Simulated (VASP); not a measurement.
**Cd$_{3}$ZnSe$_{4}$ (ordered alloy cell): computed properties**

These are PBEsol GGA, VASP's PBE PAW potentials (set 64) (plane waves; VASP 6.6.1) values and carry that method's errors.

```yaml
space_group: R3m (160)
cell: a = 4.216 Å, b = 4.216 Å, c = 41.513 Å, α = 90.00°, β = 90.00°, γ = 120.00°
volume_per_atom: 26.62 Å^3/atom
band gap (over mesh and band path): 0.52 eV
smallest direct gap (over mesh and band path): 0.52 eV
band_edge_character: direct, Γ to Γ
density: 5.60 g/cm³
```

```cif
data_Cd3Se4Zn
_chemical_formula_sum 'Zn1 Se4 Cd3'
_space_group_name_H-M_alt 'P 1'
_space_group_IT_number 1
_cell_length_a 4.21586
_cell_length_b 4.21586
_cell_length_c 16.91950
_cell_angle_alpha 60.110
_cell_angle_beta 60.110
_cell_angle_gamma 60.000
loop_
_space_group_symop_operation_xyz
  'x, y, z'
loop_
_atom_site_label
_atom_site_type_symbol
_atom_site_fract_x
_atom_site_fract_y
_atom_site_fract_z
_atom_site_occupancy
Zn1 Zn 0.99830 0.99830 0.00128 1
Se1 Se 0.26643 0.26643 0.05018 1
Se2 Se 0.25404 0.25404 0.30947 1
Se3 Se 0.24310 0.24310 0.56767 1
Se4 Se 0.23314 0.23314 0.82515 1
Cd1 Cd 0.01294 0.01294 0.24030 1
Cd2 Cd 0.00129 0.00129 0.49903 1
Cd3 Cd 0.99075 0.99075 0.75694 1
```

The structure was generated: Cd3ZnSe4 was put into an ordered model structure (R3m), which need not be its known phase. It was relaxed first. Symmetry was kept, so distortions that lower it aren't found.
